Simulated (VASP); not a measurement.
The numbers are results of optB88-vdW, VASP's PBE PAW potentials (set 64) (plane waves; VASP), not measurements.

Input for VASP

**KPOINTS**
```
Automatic mesh
0
Gamma
8 8 8
0 0 0
```

INCAR:
```
! general
SYSTEM   = Rb
PREC     = Accurate
ENCUT    = 520
LREAL    = .FALSE.   ! projection in real space or not
LASPH    = .TRUE.

! electronic loop
EDIFF    = 1E-6   ! SCF stop (eV)
NELM     = 100
ALGO     = Normal
LMAXMIX  = 4

! smearing
ISMEAR   = 1
SIGMA    = 0.1

! functional
GGA      = BO
LUSE_VDW = .TRUE.
AGGAC    = 0.0
PARAM1   = 0.1833333333
PARAM2   = 0.22

! ions
IBRION   = 2   ! conjugate gradients
NSW      = 60   ! most ionic steps
ISIF     = 3   ! ions, shape and volume
EDIFFG   = -0.01   ! ionic stop

! output
LWAVE    = .FALSE.
LCHARG   = .FALSE.
```

### POSCAR
```
Rb
1
   -2.8250000000     2.8250000000     2.8250000000
    2.8250000000    -2.8250000000     2.8250000000
    2.8250000000     2.8250000000    -2.8250000000
Rb
1
Direct
  0.0000000000   0.0000000000   0.0000000000
```

POTCAR, in this order: Rb_sv (PBE.64 set). Program: vasp_std.

The run wrote:

OSZICAR:
```
       N       E                     dE             d eps       ncg     rms          rms(c)
DAV:   1     0.509421288383E+02    0.50942E+02   -0.33522E+03   464   0.824E+02
DAV:   2     0.365488017805E+01   -0.47287E+02   -0.47135E+02   520   0.142E+02
DAV:   3     0.127796581442E+01   -0.23769E+01   -0.23765E+01   640   0.388E+01
DAV:   4     0.122740232405E+01   -0.50563E-01   -0.50419E-01   768   0.489E+00
DAV:   5     0.122697421794E+01   -0.42811E-03   -0.42810E-03   688   0.285E-01    0.950E-01
DAV:   6     0.122684048757E+01   -0.13373E-03   -0.10146E-03   696   0.206E-01    0.581E-01
DAV:   7     0.122612200069E+01   -0.71849E-03   -0.31564E-03   568   0.343E-01    0.376E-02
DAV:   8     0.122585418070E+01   -0.26782E-03   -0.47534E-04   600   0.974E-02    0.132E-02
DAV:   9     0.122581282486E+01   -0.41356E-04   -0.81786E-05   640   0.377E-02    0.402E-03
DAV:  10     0.122580656066E+01   -0.62642E-05   -0.15708E-05   664   0.184E-02    0.135E-03
DAV:  11     0.122580551378E+01   -0.10469E-05   -0.29368E-06   576   0.695E-03    0.110E-03
DAV:  12     0.122580539292E+01   -0.12086E-06   -0.46836E-07   600   0.262E-03
   1 F= 0.12258054E+01 E0= 0.12263089E+01  d E =0.122581E+01
       N       E                     dE             d eps       ncg     rms          rms(c)
DAV:   1     0.120773562477E+01   -0.18070E-01   -0.39064E-01   464   0.468E+00    0.588E-01
DAV:   2     0.122038227780E+01    0.12647E-01   -0.30341E-02   464   0.148E+00    0.285E-01
DAV:   3     0.122414204900E+01    0.37598E-02   -0.20251E-02   688   0.895E-01    0.567E-02
DAV:   4     0.122407293199E+01   -0.69117E-04   -0.36199E-04   576   0.183E-01    0.318E-02
DAV:   5     0.122399025600E+01   -0.82676E-04   -0.99902E-05   752   0.103E-01    0.159E-02
DAV:   6     0.122399054881E+01    0.29282E-06   -0.18715E-06   536   0.140E-02
   2 F= 0.12239905E+01 E0= 0.12245018E+01  d E =-.181484E-02
       N       E                     dE             d eps       ncg     rms          rms(c)
DAV:   1     0.106759736646E+01   -0.15639E+00   -0.36590E+00   472   0.144E+01    0.182E+00
DAV:   2     0.118933049551E+01    0.12173E+00   -0.28001E-01   464   0.454E+00    0.860E-01
DAV:   3     0.122272968998E+01    0.33399E-01   -0.18335E-01   696   0.268E+00    0.162E-01
DAV:   4     0.122203976302E+01   -0.68993E-03   -0.29367E-03   512   0.548E-01    0.929E-02
DAV:   5     0.122127010986E+01   -0.76965E-03   -0.11442E-03   728   0.343E-01    0.479E-02
DAV:   6     0.122128902797E+01    0.18918E-04   -0.21551E-05   608   0.558E-02    0.189E-02
DAV:   7     0.122127214352E+01   -0.16884E-04   -0.22152E-05   792   0.562E-02    0.766E-04
DAV:   8     0.122127204439E+01   -0.99137E-07   -0.87245E-08   288   0.313E-03
   3 F= 0.12212720E+01 E0= 0.12218143E+01  d E =-.453335E-02
       N       E                     dE             d eps       ncg     rms          rms(c)
DAV:   1     0.121914106417E+01   -0.21311E-02   -0.50591E-02   464   0.169E+00    0.211E-01
DAV:   2     0.122077202459E+01    0.16310E-02   -0.39599E-03   464   0.530E-01    0.103E-01
DAV:   3     0.122126256672E+01    0.49054E-03   -0.26683E-03   688   0.326E-01    0.210E-02
DAV:   4     0.122125308015E+01   -0.94866E-05   -0.49467E-05   544   0.674E-02    0.116E-02
DAV:   5     0.122124062920E+01   -0.12451E-04   -0.13111E-05   784   0.379E-02    0.584E-03
DAV:   6     0.122124071710E+01    0.87901E-07   -0.16616E-07   272   0.451E-03
   4 F= 0.12212407E+01 E0= 0.12217875E+01  d E =-.456468E-02
```

### OUTCAR
```
------------------------ aborting loop because EDIFF is reached ----------------------------------------
  FORCE on cell =-STRESS in cart. coord.  units (eV):
  Direction    XX          YY          ZZ          XY          YZ          ZX
  --------------------------------------------------------------------------------------
  Total       -0.0011487     -0.0011487     -0.0011487      0.0000000      0.0000000      0.0000000
  in kB       -0.0220087     -0.0220087     -0.0220087      0.0000000      0.0000000      0.0000000
  external PRESSURE =      -0.0220087 kB  Pullay stress =       0.0000000 kB
  volume of cell :       83.62
      direct lattice vectors                 reciprocal lattice vectors
    -2.754766057  2.754766057  2.754766057     0.000000000  0.181503616  0.181503616
     2.754766057 -2.754766057  2.754766057     0.181503616  0.000000000  0.181503616
     2.754766057  2.754766057 -2.754766057     0.181503616  0.181503616  0.000000000
 POSITION                                       TOTAL-FORCE (eV/Angst)
 -----------------------------------------------------------------------------------
      5.50953      0.00000      0.00000        -0.000000      0.000000     -0.000000
 -----------------------------------------------------------------------------------
    total drift:                                0.000000      0.000000      0.000000
  FREE ENERGIE OF THE ION-ELECTRON SYSTEM (eV)
  ---------------------------------------------------
  free  energy   TOTEN  =         1.2212407171 eV

  energy  without entropy=        1.2228811798  energy(sigma->0) =        1.22178754

 reached required accuracy - stopping structural energy minimisation
```
(Selected blocks of OUTCAR.)

### CONTCAR
```
Rb
   1.00000000000000
    -2.7547660569221937    2.7547660569221937    2.7547660569221937
     2.7547660569221937   -2.7547660569221937    2.7547660569221937
     2.7547660569221937    2.7547660569221937   -2.7547660569221937
  Rb
     1
Direct
     0.0000000000000000    1.0000000000000000    1.0000000000000000
```

Energy and stress use the plane-wave basis of the starting cell.

The compound is Rb in the bcc structure. This run relaxes it. Symmetry was kept, so distortions that lower it aren't found.
